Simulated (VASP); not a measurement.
Energy against volume of BAs (zinc blende). Computed with revTPSS meta-GGA, VASP's PBE PAW potentials (set 64) (plane waves; VASP 6.6.1). Settings: 520 eV cut-off, 10×10×10 Γ-centred mesh, Gaussian smearing of 0.050 eV, potentials B As.

```csv
V (Å³/atom),E (eV/atom)
13.288,-2.75384
13.699,-2.75955
14.110,-2.75463
14.521,-2.74062
```

Question: Fit these four points and predict the energy of the run at 12.877 Å³/atom.

Answer: A cubic in V^(−2/3), the third-order Birch-Murnaghan form, passes through the four points with V0 = 13.70 Å³/atom and B0 = 138 GPa, and gives -2.7357 eV/atom there. The run gave -2.7357 eV/atom, -0.1 meV/atom from the fit; all five points give B0 = 137 GPa.

The compound is BAs in the zinc blende structure. It was relaxed first.
